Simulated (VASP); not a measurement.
Given:

```xyz
3
Lattice="0.0000 3.4373 3.4373 3.4373 0.0000 3.4373 3.4373 3.4373 0.0000" Properties=species:S:1:pos:R:3 pbc="T T T"
Mg     1.7187     1.7187     1.7187
Mg     5.1560     5.1560     5.1560
Sn     3.4373     6.8747     3.4373
```

These are RPBE GGA, VASP's PBE PAW potentials (set 64) (plane waves; VASP) values and carry that method's errors. Run with 520 eV cut-off, Gaussian smearing of 0.050 eV, potentials Mg Sn_d.

Task: Give the energies of bands 7 to 12 at the high-symmetry points, in eV from the Fermi level.

Result: 
```csv
band,Γ,X,U,L,W
7,0.09,-4.36,-3.96,-4.55,-3.58
8,0.09,-1.94,-3.33,-0.72,-3.58
9,0.09,-1.94,-1.63,-0.72,-2.49
10,1.31,-0.10,0.47,0.63,2.74
11,2.16,0.32,2.62,2.26,2.94
12,2.16,7.10,5.24,2.26,2.94
```

It has no gap at this level: it comes out as a metal or semimetal.

Measured: gap 0.36 eV (computed value off by -0.36 eV), as given by Byungki Ryu et al., Journal of the Korean Physical Society (2019), arXiv:1905.06140.

The compound is Mg2Sn in the antifluorite structure. It was relaxed first, which changed the volume by +5 %.
